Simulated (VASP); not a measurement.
A convergence study with VASP on Ir (fcc): a few settings are varied, all else stays as given below, so the limit is that of these other settings. The cell's lengths are 1 % over those of the tabulated start, so it is off equilibrium.

```yaml
crystal:
  lattice:
    - [0.00000, 1.93920, 1.93920]
    - [1.93920, 0.00000, 1.93920]
    - [1.93920, 1.93920, 0.00000]
  atoms:
    - { symbol: Ir, position: [0.00000, 0.00000, 0.00000] }
```

Method: LDA (Ceperley-Alder, Perdew-Zunger), VASP's LDA PAW potentials (set 64) (plane waves; VASP 6.6.1). The last row used: 900 eV cut-off, 14×14×14 Γ-centred mesh, first-order Methfessel-Paxton smearing of 0.10 eV, potentials Ir.

Energies of different potentials or hybrids have different zeros.

```
setting      E (eV/atom)  pressure (GPa)  plane waves
-----------  -----------  --------------  -----------
ENCUT = 300     -10.2802          -17.30          190
ENCUT = 400     -10.2786          -16.38          283
ENCUT = 520     -10.2789          -16.46          411
ENCUT = 700     -10.2790          -16.41          636
ENCUT = 900     -10.2790          -16.40          934
```

Left out are rungs that failed or repeat a setting and relaxations that didn't move; long series are thinned to 24 rows.

The compound is Ir in the fcc structure. The cell was not relaxed at this level.
